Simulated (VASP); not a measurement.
Method: SCAN meta-GGA, VASP's PBE PAW potentials (set 64) (plane waves; VASP).

The input files of a VASP run:

KPOINTS:
```
Automatic
0
gamma
  12 12 12
0 0 0
```

### POSCAR
```
NiAl
1
    2.8478402651    -0.0000000000     0.0000000000
    0.0000000000     2.8478402651     0.0000000000
   -0.0000000000    -0.0000000000     2.8478402651
Al Ni
1 1
Direct
  0.5000000000   0.5000000000   0.5000000000
  0.0000000000   0.0000000000   0.0000000000
```

INCAR:
```
ALGO = Normal
EDIFF = 1E-6
EDIFFG = -0.01
ENCUT = 520
IBRION = 2
ISIF = 3
ISMEAR = 1
LASPH = .TRUE.
LCHARG = .FALSE.
LMAXMIX = 4
LMIXTAU = .TRUE.
LREAL = .FALSE.
LWAVE = .FALSE.
METAGGA = SCAN
NELM = 100
NSW = 60
PREC = Accurate
SIGMA = 0.1
SYSTEM = NiAl
```

POTCAR, in this order: Al Ni (PBE.64 set). Program: vasp_std.

The resulting files:

OUTCAR:
```
 ion  position               nearest neighbor table
   1  0.500  0.500  0.500-   2 2.47   2 2.47   2 2.47   2 2.47   2 2.47   2 2.47   2 2.47   2 2.47
  LATTYP: Found a simple cubic cell.
 ALAT       =     2.8478402651
 Subroutine PRICEL returns:
 Original cell was already a primitive cell.
 Subroutine GETGRP returns: Found 48 space group operations
The static configuration has the point symmetry O_h .
The dynamic configuration has the point symmetry O_h .
 Subroutine INISYM returns: Found 48 space group operations
 Subroutine IBZKPT returns following result:
 Found     84 irreducible k-points:

 Following reciprocal coordinates:
            Coordinates               Weight
  0.000000  0.000000  0.000000      1.000000
  0.083333  0.000000  0.000000      6.000000
  0.166667  0.000000  0.000000      6.000000
  0.250000  0.000000  0.000000      6.000000
  0.333333  0.000000  0.000000      6.000000
  0.416667  0.000000  0.000000      6.000000
  0.500000  0.000000  0.000000      3.000000
  0.083333  0.083333  0.000000     12.000000
  0.166667  0.083333  0.000000     24.000000
  0.250000  0.083333  0.000000     24.000000
...
```

**OSZICAR**
```
       N       E                     dE             d eps       ncg     rms          rms(c)
DAV:   1     0.268774410345E+02    0.26877E+02   -0.59235E+03  1696   0.143E+03
DAV:   2    -0.267038831611E+02   -0.53581E+02   -0.50884E+02  1700   0.217E+02
DAV:   3    -0.280598753687E+02   -0.13560E+01   -0.13452E+01  2022   0.455E+01
DAV:   4    -0.280798913900E+02   -0.20016E-01   -0.20008E-01  1976   0.492E+00
DAV:   5    -0.280805272152E+02   -0.63583E-03   -0.63581E-03  1950   0.902E-01    0.125E+01
DAV:   6    -0.282714425355E+02   -0.19092E+00   -0.56185E+01  1836   0.139E+02    0.153E+01
DAV:   7    -0.255057928889E+02    0.27656E+01   -0.16795E+01  1858   0.807E+01    0.168E+00
DAV:   8    -0.254592550282E+02    0.46538E-01   -0.58489E-01  1778   0.986E+00    0.145E+00
DAV:   9    -0.254976361659E+02   -0.38381E-01   -0.45321E-01  1756   0.957E+00    0.388E-01
DAV:  10    -0.254331242297E+02    0.64512E-01   -0.24410E-01  1712   0.570E+00    0.237E-01
DAV:  11    -0.254315647835E+02    0.15594E-02   -0.72386E-03  1770   0.134E+00    0.115E-01
DAV:  12    -0.254320937105E+02   -0.52893E-03   -0.60040E-03  1696   0.110E+00    0.509E-02
DAV:  13    -0.254313379704E+02    0.75574E-03   -0.42020E-03  1682   0.972E-01    0.205E-02
DAV:  14    -0.254312615319E+02    0.76438E-04   -0.10114E-03  1712   0.481E-01    0.229E-02
DAV:  15    -0.254311986329E+02    0.62899E-04   -0.19831E-04  1736   0.192E-01    0.191E-02
DAV:  16    -0.254312049778E+02   -0.63449E-05   -0.85623E-05  1738   0.119E-01    0.948E-03
DAV:  17    -0.254312011829E+02    0.37950E-05   -0.92765E-05  1696   0.126E-01    0.133E-03
DAV:  18    -0.254311978736E+02    0.33093E-05   -0.67220E-06  1800   0.376E-02    0.195E-03
DAV:  19    -0.254311976845E+02    0.18909E-06   -0.29951E-08   896   0.227E-03
   1 F= -.25431198E+02 E0= -.25431487E+02  d E =-.254312E+02
       N       E                     dE             d eps       ncg     rms          rms(c)
DAV:   1    -0.254323653069E+02   -0.11674E-02   -0.15218E-02  1810   0.238E+00    0.302E-01
DAV:   2    -0.254335834837E+02   -0.12182E-02   -0.33875E-02  1902   0.329E+00    0.327E-01
DAV:   3    -0.254313607401E+02    0.22227E-02   -0.11775E-02  1896   0.197E+00    0.377E-02
DAV:   4    -0.254313466324E+02    0.14108E-04   -0.24634E-04  1692   0.193E-01    0.291E-02
DAV:   5    -0.254313375230E+02    0.91095E-05   -0.43458E-04  1690   0.289E-01    0.934E-03
DAV:   6    -0.254313071125E+02    0.30410E-04   -0.63785E-05  1688   0.108E-01    0.321E-03
DAV:   7    -0.254313065029E+02    0.60963E-06   -0.24481E-06  1690   0.211E-02
   2 F= -.25431307E+02 E0= -.25431598E+02  d E =-.108818E-03
       N       E                     dE             d eps       ncg     rms          rms(c)
DAV:   1    -0.254313172830E+02   -0.10170E-04   -0.14317E-04  1840   0.229E-01    0.292E-02
DAV:   2    -0.254312934221E+02    0.23861E-04   -0.31544E-04  1896   0.318E-01    0.312E-02
DAV:   3    -0.254312950558E+02   -0.16337E-05   -0.10988E-04  1884   0.191E-01    0.382E-03
DAV:   4    -0.254312962721E+02   -0.12163E-05   -0.23927E-06  1692   0.191E-02    0.273E-03
DAV:   5    -0.254312959161E+02    0.35608E-06   -0.35442E-06  1692   0.263E-02
   3 F= -.25431296E+02 E0= -.25431588E+02  d E =-.982315E-04
```

OUTCAR:
```
------------------------ aborting loop because EDIFF is reached ----------------------------------------
  FORCE on cell =-STRESS in cart. coord.  units (eV):
  Direction    XX          YY          ZZ          XY          YZ          ZX
  --------------------------------------------------------------------------------------
  Total        0.0120568      0.0120568      0.0120568      0.0000000     -0.0000000      0.0000000
  in kB        0.8379761      0.8379761      0.8379761      0.0000000     -0.0000000      0.0000000
  external PRESSURE =       0.8379761 kB  Pullay stress =       0.0000000 kB
  volume of cell :       23.05
      direct lattice vectors                 reciprocal lattice vectors
     2.846012350 -0.000000000 -0.000000000     0.351368820  0.000000000 -0.000000000
    -0.000000000  2.846012350 -0.000000000     0.000000000  0.351368820  0.000000000
     0.000000000 -0.000000000  2.846012350     0.000000000  0.000000000  0.351368820
 POSITION                                       TOTAL-FORCE (eV/Angst)
 -----------------------------------------------------------------------------------
      1.42301      1.42301      1.42301        -0.000000      0.000000      0.000000
      0.00000      0.00000      0.00000         0.000000     -0.000000      0.000000
 -----------------------------------------------------------------------------------
    total drift:                               -0.000000      0.000000      0.000000
  FREE ENERGIE OF THE ION-ELECTRON SYSTEM (eV)
  ---------------------------------------------------
  free  energy   TOTEN  =       -25.4312959161 eV

  energy  without entropy=      -25.4321722926  energy(sigma->0) =      -25.43158804

 reached required accuracy - stopping structural energy minimisation
```
(Selected blocks of OUTCAR.)

File CONTCAR:
```
NiAl
   1.00000000000000
     2.8460123495186771   -0.0000000000000000   -0.0000000000000000
    -0.0000000000000000    2.8460123495186771   -0.0000000000000000
     0.0000000000000000   -0.0000000000000000    2.8460123495186771
  Al              Ni
     1     1
Direct
     0.5000000000000000    0.5000000000000000    0.5000000000000000
     0.0000000000000000    0.0000000000000000    0.0000000000000000
```

The compound is NiAl in the CsCl type structure. This run relaxes it. Symmetry was kept, so distortions that lower it aren't found. The start is the result of an earlier pass. The run is not spin-polarised, so no magnetic state was tried. The electron count is odd and the run is not spin-polarised, which forces a metal.
